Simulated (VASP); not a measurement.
A convergence study with VASP on Eu (bcc): a few settings are varied, all else stays as given below, so the limit is that of these other settings. The cell's lengths are 1 % over those of the tabulated start, so it is off equilibrium.

```xyz
1
Lattice="-2.3129 2.3129 2.3129 2.3129 -2.3129 2.3129 2.3129 2.3129 -2.3129" Properties=species:S:1:pos:R:3 pbc="T T T"
Eu     0.0000     0.0000     0.0000
```

These are PBE GGA, VASP's PBE PAW potentials (set 64) (plane waves; VASP 6.6.1) values and carry that method's errors. The last row used: 550 eV cut-off, 10×10×10 Γ-centred mesh, first-order Methfessel-Paxton smearing of 0.10 eV, potentials Eu_2.

The 4f electrons are frozen in the core of the lanthanide potential, so 4f levels, which can set the real gap, and their magnetism are missing.

```tsv
setting	E (eV/atom)	pressure (GPa)	electronic steps
ALGO = Normal, EDIFF = 1E-2	-1.8385	-0.92	7
ALGO = Normal, EDIFF = 1E-3	-1.8386	-1.18	8
ALGO = Normal, EDIFF = 1E-4	-1.8386	-1.19	8
ALGO = Normal, EDIFF = 1E-5	-1.8386	-1.24	9
ALGO = Normal, EDIFF = 1E-6	-1.8386	-1.21	10
ALGO = Normal, EDIFF = 1E-7	-1.8386	-1.21	12
ALGO = Normal, EDIFF = 1E-8	-1.8386	-1.21	13
ALGO = Normal, EDIFF = 1E-9	-1.8386	-1.21	15
ALGO = Fast, EDIFF = 1E-2	-1.8384	-0.82	7
ALGO = Fast, EDIFF = 1E-3	-1.8386	-1.07	8
ALGO = Fast, EDIFF = 1E-4	-1.8386	-1.14	8
ALGO = Fast, EDIFF = 1E-5	-1.8386	-1.22	10
ALGO = Fast, EDIFF = 1E-6	-1.8386	-1.21	11
ALGO = Fast, EDIFF = 1E-7	-1.8386	-1.21	12
ALGO = Fast, EDIFF = 1E-8	-1.8386	-1.21	14
ALGO = Fast, EDIFF = 1E-9	-1.8386	-1.21	18
ALGO = All, EDIFF = 1E-2	-1.8381	-1.30	7
ALGO = All, EDIFF = 1E-3	-1.8381	-1.30	7
ALGO = All, EDIFF = 1E-4	-1.8386	-1.19	9
ALGO = All, EDIFF = 1E-5	-1.8386	-1.22	12
ALGO = All, EDIFF = 1E-6	-1.8386	-1.21	14
ALGO = All, EDIFF = 1E-7	-1.8386	-1.21	16
ALGO = All, EDIFF = 1E-8	-1.8386	-1.21	18
ALGO = All, EDIFF = 1E-9	-1.8386	-1.21	23
```

Left out are rungs that failed or repeat a setting and relaxations that didn't move; long series are thinned to 24 rows.

The compound is Eu in the bcc structure. The cell was not relaxed at this level.
